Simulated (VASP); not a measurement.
Here is the system:

```
CELL_PARAMETERS angstrom
      2.81217     0.00000     0.00000
      0.00000     2.81217     0.00000
      0.00000     0.00000     4.04639
ATOMIC_POSITIONS crystal
  Ti 0.00000 0.00000 0.00000
  Al 0.50000 0.50000 0.50000
```

Level of theory: optB86b-vdW, VASP's PBE PAW potentials (set 64) (plane waves; VASP 6.6.1). Run with 520 eV cut-off, Gaussian smearing of 0.050 eV, potentials Ti_sv Al.

Task: Give the energies of bands 5 to 10 at the high-symmetry points, in eV from the Fermi level.

Result: 
```
band      Γ      X      M      Z      R      A
----  -----  -----  -----  -----  -----  -----
5     -9.07  -4.56  -3.21  -7.59  -4.96  -2.53
6     -1.87  -4.55  -0.47  -5.24  -2.94  -2.31
7     -0.89  -1.73  -0.47  -0.71  -1.19  -2.31
8     -0.32  -0.27  -0.41   0.63  -1.11   1.83
9      2.15   1.75  -0.24   1.80   1.38   2.14
10     2.15   2.52  -0.24   1.80   1.81   2.76
```

It has no gap at this level: it comes out as a metal or semimetal.

The compound is TiAl in the L1_0 structure. It was relaxed first. The electron count is odd and the run is not spin-polarised, which forces a metal.
